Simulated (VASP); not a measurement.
Here is the system:

```
Tl
1.0
    1.79167    -3.10326     0.00000
    1.79167     3.10326     0.00000
    0.00000     0.00000     5.63897
Tl
2
Direct
  0.33333   0.66667   0.25000
  0.66667   0.33333   0.75000
```

Level of theory: PBE GGA, VASP's PBE PAW potentials (set 64) (plane waves; VASP). Numerical set-up: 480 eV cut-off, 12×12×6 Γ-centred mesh, first-order Methfessel-Paxton smearing of 0.10 eV, potentials Tl_d.

Energy and stress use the plane-wave basis of the starting cell.

The ions, cell shape and volume at an external pressure of 5.0 GPa are relaxed. Give the cell that the relaxation ends in.

```
Tl
1.0
    1.71385    -2.96847     0.00000
    1.71385     2.96847     0.00000
    0.00000     0.00000     5.42242
Tl
2
Direct
  0.33333   0.66667   0.25000
  0.66667   0.33333   0.75000
```
Space group P6_3/mmc (194), at a tolerance of 0.03 Å.

How do energy and volume change from the first to the last step?

The energy (σ→0) changes by +52.5 meV/atom and the volume by -12.0 %, in 8 ionic steps.

The compound is Tl in the hcp structure. This run relaxes it under an external pressure of 5 GPa. Symmetry was kept, so distortions that lower it aren't found.
